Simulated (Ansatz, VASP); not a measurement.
# TiSn (h-BN type (invented)) in two plane-wave programs

Aim: how closely do two programs agree when they are given the same cell, functional and k mesh? The cell is generated by rule, not measured, and may not be a known phase. The cell is taken from a series of runs on this material, whose earlier steps may have relaxed, scaled, displaced or heated it; both programs get it as it stands.

Program: Ansatz 0.2.0. Level of theory: plane waves, with VASP 6.6.1 beside it; relaxation of cell and atoms at PBE with D3(BJ). Results are calculated unless marked as measured.

**1. The starting structure**

Symmetry: P6_3/mmc, No. 194, hexagonal system. Conventional cell: a = 4.730 Å, b = 4.730 Å, c = 5.415 Å, α = 90.00°, β = 90.00°, γ = 120.00°. Ti has 5 Sn at 2.71 to 2.73 Å nearest. Nearest to Sn lie 5 Ti at 2.71 to 2.73 Å. Farther neighbours are not listed.

Structure file:

```cif
data_structure
_symmetry_space_group_name_H-M 'P6_3/mmc'
_symmetry_Int_Tables_number 194
_cell_length_a 4.7301
_cell_length_b 4.7301
_cell_length_c 5.4146
_cell_angle_alpha 90.000
_cell_angle_beta 90.000
_cell_angle_gamma 120.000
_cell_volume 104.92
loop_
_atom_site_label
_atom_site_type_symbol
_atom_site_symmetry_multiplicity
_atom_site_Wyckoff_symbol
_atom_site_fract_x
_atom_site_fract_y
_atom_site_fract_z
_atom_site_occupancy
Ti1 Ti 2 c 0.33333 0.66667 0.25000 1
Sn1 Sn 2 d 0.66667 0.33333 0.25000 1
```

**2. VASP: relaxation of cell and atoms, PBE with D3(BJ)**

The relaxed volume is the usual yardstick between codes: in a stiff, nearly cubic crystal its relative difference is about their pressure difference at one cell divided by the bulk modulus.

Lines of VASP's logs that name or quote its potential files are left out, and so is its time.

Input file INCAR:

```
SYSTEM = TiSn
PREC = Accurate
ENCUT = 500
EDIFF = 1E-07
NELM = 120
ISMEAR = 0
SIGMA = 0.1
LREAL = .FALSE.
ALGO = Normal
GGA = PE
IVDW = 12
NBANDS = 32
LASPH = .TRUE.
LORBIT = 11
LWAVE = .FALSE.
LCHARG = .FALSE.
ISIF = 3
IBRION = 2
NSW = 80
EDIFFG = -0.005
GGA_COMPAT = .FALSE.
NELMIN = 4
KPAR = 2
```

Input file POSCAR:

```
TiSn
1.0
    4.7301150000      0.0000000000      0.0000000000
   -2.3650570000      4.0964000000      0.0000000000
    0.0000000000      0.0000000000      5.4145750000
Ti Sn
2 2
Direct
    0.3333332222      0.6666665853      0.2500000462
    0.6666664444      0.3333331706      0.7499999538
    0.6666664444      0.3333331706      0.2500000462
    0.3333332222      0.6666665853      0.7499999538
```

Input file KPOINTS:

```
Automatic mesh
0
Gamma
12 12 8
0 0 0
```

PAW data sets: Ti_sv and Sn_d (PBE family, release 64).

Started as:

```sh
mpirun -np 2 vasp_std
```

Numbers of over 12 decimals in the logs are rounded to 6 here.

The program printed:

```text
[banner, memory and clock lines left out]
running    2 mpi-ranks, on    1 nodes
 distrk:  each k-point on    1 cores,    2 groups
 distr:  one band on    1 cores,    1 groups

 POSCAR found type information on POSCAR TiSn
 POSCAR found :  2 types and       4 ions
 LDA part: xc-table for (Slater+PW92), standard interpolation
 POSCAR, INCAR and KPOINTS ok, starting setup
 FFT: planning ... GRIDC
 FFT: planning ... GRID_SOFT
 FFT: planning ... GRID
 WAVECAR not read
 entering main loop
       N       E                     dE             d eps       ncg     rms          rms(c)
DAV:   1     0.588641358065E+03    0.58864E+03   -0.26964E+04  6184   0.223E+03
DAV:   2     0.572049328267E+02   -0.53144E+03   -0.52419E+03  6096   0.597E+02
DAV:   3    -0.182878017340E+02   -0.75493E+02   -0.74601E+02  8728   0.203E+02
DAV:   4    -0.258369676657E+02   -0.75492E+01   -0.74974E+01  9256   0.540E+01
DAV:   5    -0.263651747330E+02   -0.52821E+00   -0.52812E+00  8664   0.101E+01    0.137E+01
DAV:   6    -0.231834592052E+02    0.31817E+01   -0.46435E+01  7824   0.357E+01    0.695E+00
DAV:   7    -0.224355707509E+02    0.74789E+00   -0.98740E+00  7752   0.188E+01    0.313E+00
DAV:   8    -0.224059341557E+02    0.29637E-01   -0.91413E-01  8336   0.605E+00    0.113E+00
DAV:   9    -0.223954684420E+02    0.10466E-01   -0.10974E-01  7880   0.223E+00    0.503E-01
DAV:  10    -0.223973114088E+02   -0.18430E-02   -0.23693E-02  8752   0.841E-01    0.141E-01
DAV:  11    -0.223970506760E+02    0.26073E-03   -0.43863E-03  7928   0.435E-01    0.703E-02
DAV:  12    -0.223970600503E+02   -0.93743E-05   -0.37968E-04  9272   0.114E-01    0.150E-02
DAV:  13    -0.223970619793E+02   -0.19290E-05   -0.26858E-05  7960   0.354E-02    0.595E-03
DAV:  14    -0.223970629717E+02   -0.99240E-06   -0.58299E-06  8056   0.139E-02    0.274E-03
DAV:  15    -0.223970634771E+02   -0.50538E-06   -0.76244E-07  6760   0.485E-03    0.904E-04
DAV:  16    -0.223970633005E+02    0.17659E-06   -0.90919E-08  4776   0.288E-03    0.461E-04
DAV:  17    -0.223970632738E+02    0.26745E-07   -0.17916E-08  4696   0.974E-04
   1 F= -.23970040E+02 E0= -.23966888E+02  d E =-.239700E+02
 curvature:   0.00 expect dE= 0.000E+00 dE for cont linesearch  0.000E+00
 trial: gam= 0.00000 g(F)=  0.384E-39 g(S)=  0.131E-04 ort = 0.000E+00 (trialstep = 0.100E+01)
 search vector abs. value=  0.131E-04
 bond charge predicted
       N       E                     dE             d eps       ncg     rms          rms(c)
DAV:   1    -0.223962647958E+02    0.79850E-03   -0.71780E-03  8328   0.978E-01    0.129E-01
DAV:   2    -0.223960140183E+02    0.25078E-03   -0.23516E-03  8304   0.363E-01    0.466E-02
DAV:   3    -0.223959493681E+02    0.64650E-04   -0.41812E-04  7840   0.138E-01    0.263E-02
DAV:   4    -0.223959380457E+02    0.11322E-04   -0.80440E-05  8936   0.718E-02    0.897E-03
DAV:   5    -0.223959399838E+02   -0.19381E-05   -0.61516E-06  8384   0.160E-02    0.695E-03
DAV:   6    -0.223959418113E+02   -0.18276E-05   -0.12536E-06  8216   0.444E-03    0.478E-03
DAV:   7    -0.223959436434E+02   -0.18321E-05   -0.11425E-06  6920   0.668E-03    0.108E-03
DAV:   8    -0.223959437278E+02   -0.84324E-07   -0.28849E-07  5888   0.250E-03
   2 F= -.23970042E+02 E0= -.23966893E+02  d E =-.196532E-05
 trial-energy change:   -0.000002  1 .order   -0.000001   -0.000013    0.000010
 step:   0.5942(harm=  0.5624)  dis= 0.00000  next Energy=   -23.970044 (dE=-0.400E-05)
 bond charge predicted
       N       E                     dE             d eps       ncg     rms          rms(c)
DAV:   1    -0.223964549047E+02   -0.51126E-03   -0.11813E-03  8336   0.397E-01    0.526E-02
DAV:   2    -0.223964154954E+02    0.39409E-04   -0.39055E-04  8272   0.148E-01    0.190E-02
DAV:   3    -0.223964052319E+02    0.10264E-04   -0.69447E-05  7800   0.560E-02    0.107E-02
DAV:   4    -0.223964022857E+02    0.29462E-05   -0.13286E-05  8912   0.292E-02    0.362E-03
DAV:   5    -0.223964019486E+02    0.33714E-06   -0.10079E-06  7272   0.650E-03    0.283E-03
DAV:   6    -0.223964016481E+02    0.30049E-06   -0.19483E-07  6144   0.222E-03    0.193E-03
DAV:   7    -0.223964011134E+02    0.53470E-06   -0.22552E-07  6848   0.323E-03    0.332E-04
DAV:   8    -0.223964010574E+02    0.55955E-07   -0.33465E-08  3720   0.108E-03
   3 F= -.23970044E+02 E0= -.23966894E+02  d E =-.397281E-05
 curvature:  -0.28 expect dE=-0.951E-07 dE for cont linesearch -0.857E-08
 trial: gam= 0.07433 g(F)=  0.291E-39 g(S)=  0.340E-06 ort =-0.634E-06 (trialstep = 0.919E+00)
 search vector abs. value=  0.318E-06
 reached required accuracy - stopping structural energy minimisation
```

Parts of OUTCAR (step 2):

```text
ion  position               nearest neighbor table
   1  0.333  0.667  0.250-   4 2.71   4 2.71   3 2.73   3 2.73   3 2.73
   2  0.667  0.333  0.750-   3 2.71   3 2.71   4 2.73   4 2.73   4 2.73
   3  0.667  0.333  0.250-   2 2.71   2 2.71   1 2.73   1 2.73   1 2.73
   4  0.333  0.667  0.750-   1 2.71   1 2.71   2 2.73   2 2.73   2 2.73

  LATTYP: Found a hexagonal cell.
 ALAT       =     4.7301150000
 C/A-ratio  =     1.1447026129

 Subroutine GETGRP returns: Found 24 space group operations
 (whereof 12 operations were pure point group operations)

The static configuration has the point symmetry D_3d.
 The point group associated with its full space group is D_6h.

 Found     95 irreducible k-points:

   k-points           NKPTS =     95   k-points in BZ     NKDIM =     95   number of bands    NBANDS=     32

   dimension x,y,z NGX =    36 NGY =   36 NGZ =   40
   dimension x,y,z NGXF=    72 NGYF=   72 NGZF=   80

   ENCUT  =  500.0 eV  36.75 Ry    6.06 a.u.   8.62  8.62  9.87*2*pi/ulx,y,z

   NELECT =      52.0000    total number of electrons

 k-points in reciprocal lattice and weights: Automatic mesh
   0.00000000  0.00000000  0.00000000       0.001
   0.08333333  0.00000000  0.00000000       0.005
   0.16666667 -0.00000000  0.00000000       0.005
   0.25000000 -0.00000000  0.00000000       0.005
   0.33333333  0.00000000  0.00000000       0.005
   0.41666667 -0.00000000  0.00000000       0.005
   0.50000000 -0.00000000  0.00000000       0.003
   0.08333333  0.08333333  0.00000000       0.005
   0.16666667  0.08333333  0.00000000       0.010
[...]
0.33333333  0.25000000  0.50000000       0.010
   0.33333333  0.33333333  0.50000000       0.002

 Edisp (eV)   -1.57410

 average (electrostatic) potential at core
       1 -75.2607       2 -75.2607       3-100.1351       4-100.1351

 E-fermi :   5.9711

 k-point     1 :       0.0000    0.0000    0.0000
  band No.  band energies     occupation
    ...
     21       3.6414      2.00000
     22       4.4245      2.00000
     23       4.4245      2.00000
     24       4.9150      2.00000
     25       4.9150      2.00000
     26       6.1693      0.00506
     27       6.1693      0.00506
     28       6.7460      0.00000
     29       7.1778      0.00000
     30       7.1778      0.00000
    ...

 k-point     2 :       0.0833    0.0000    0.0000
  band No.  band energies     occupation
    ...
     21       3.6737      2.00000
     22       4.3547      2.00000
     23       4.4154      2.00000
     24       4.8645      2.00000
     25       4.9864      2.00000
     26       6.1091      0.05103
     27       6.1457      0.01353
     28       6.7785      0.00000
     29       7.1999      0.00000
     30       7.2172      0.00000
    ...

 k-point     3 :       0.1667   -0.0000    0.0000
  band No.  band energies     occupation
    ...
     22       4.1470      2.00000
     23       4.4094      2.00000
     24       4.7810      2.00000
     25       5.1737      2.00000
     26       5.9421      1.31815
     27       6.0861      0.10401
     28       6.8411      0.00000
     29       7.2552      0.00000
     30       7.3269      0.00000
     31       7.8958      0.00000
    ...

 Edisp (eV)   -1.57364

  Total      -0.00202    -0.00202     0.00448    -0.00000     0.00000     0.00000
  in kB      -0.03081    -0.03081     0.06844    -0.00000     0.00000     0.00000
  external pressure =        0.00 kB  Pullay stress =        0.00 kB

  energy-cutoff  :      500.00
  volume of cell :      104.87
      direct lattice vectors                 reciprocal lattice vectors
     4.729606685 -0.000000000  0.000000000     0.211434072  0.122071485  0.000000000
    -2.364802842  4.095959786 -0.000000000     0.000000000  0.244143022  0.000000000
     0.000000000 -0.000000000  5.413595974    -0.000000000 -0.000000000  0.184720102

 POSITION                                       TOTAL-FORCE (eV/Angst)
 -----------------------------------------------------------------------------------
      0.00000      2.73064      1.35340        -0.000000     -0.000000      0.000000
      2.36480      1.36532      4.06020         0.000000      0.000000      0.000000
      2.36480      1.36532      1.35340        -0.000000      0.000000     -0.000000
      0.00000      2.73064      4.06020         0.000000     -0.000000     -0.000000
 -----------------------------------------------------------------------------------
    total drift:                                0.002424      0.002356      0.000347

  FREE ENERGIE OF THE ION-ELECTRON SYSTEM (eV)
  ---------------------------------------------------
  free  energy   TOTEN  =       -23.9700439492 eV

  energy  without entropy=      -23.9637438151  energy(sigma->0) =      -23.96689388

 reached required accuracy - stopping structural energy minimisation

 total charge
# of ion       s       p       d       tot
------------------------------------------
    1        2.173   6.083   1.934  10.190
    2        2.173   6.083   1.934  10.190
    3        1.184   1.415   9.957  12.556
    4        1.184   1.415   9.957  12.556
--------------------------------------------------
tot          6.713  14.995  23.784  45.492

[... 3 further parts left out ...]
```

CONTCAR:

```
TiSn
   1.00000000000000
     4.7296066847412934   -0.0000000000620441    0.0000000000000000
    -2.3648028424781105    4.0959597860241637   -0.0000000000000000
     0.0000000000000000   -0.0000000000000000    5.4135959737511827
  Ti              Sn
     2     2
Direct
     0.3333332221999967    0.6666665852999998    0.2500000462000003
     0.6666664444000006    0.3333331705999996    0.7499999537999997
     0.6666664444000006    0.3333331705999996    0.2500000462000003
     0.3333332221999967    0.6666665852999998    0.7499999537999997
```

Dispersion corrections of this kind ignore metallic screening and tend to overbind metals. The run keeps the 24 symmetry operations of its start, so it cannot find a distortion of lower symmetry.

[end of part 1 of 2]

[Lines on the potential files, build, host, timing and source positions are cut from VASP's logs without a mark.]

[Logs are printed without paths, hosts, clocks, repeated set-up lines and the standing remarks that a program may print on its own settings, such as how far it seeks lower states.]

[Hosts, paths, dates, database ids (printed as entryN), source tags and the programs' standing remarks are cut or masked in the printed files.]
